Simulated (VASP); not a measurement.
Y3F:

```
CELL_PARAMETERS angstrom
6.26665 0.00000 0.00000
-3.13333 5.42708 0.00000
0.00000 0.00000 3.36199
ATOMIC_POSITIONS crystal
Y 0.50000 0.00000 0.00000
Y 0.00000 0.50000 0.00000
Y 0.50000 0.50000 0.00000
F 0.00000 0.00000 0.00000
```

The cell was built by a generator and needn't be a form met in nature.

Base run:

* Program: VASP 6.6.1
* Functional: PW91
* Potentials or basis: VASP PAW PBE potentials, release 64 (Y_sv, F)
* Cutoff: 520 eV
* k mesh: 4 × 4 × 6
* Occupations: fermi-dirac, width 0.05 eV
* Spin: no spin polarisation

Its results: pressure -0.5 GPa.

**Question.** The run is repeated on the same cell with these changes: functional from PW91 to revPBE. What comes out?

**Answer.** Pressure 0.9 GPa.

revPBE binds less tightly than PW91, so the same cell stands under more pressure.

Caveats: the PAW data sets were made with another functional, which shifts forces and pressure a little.
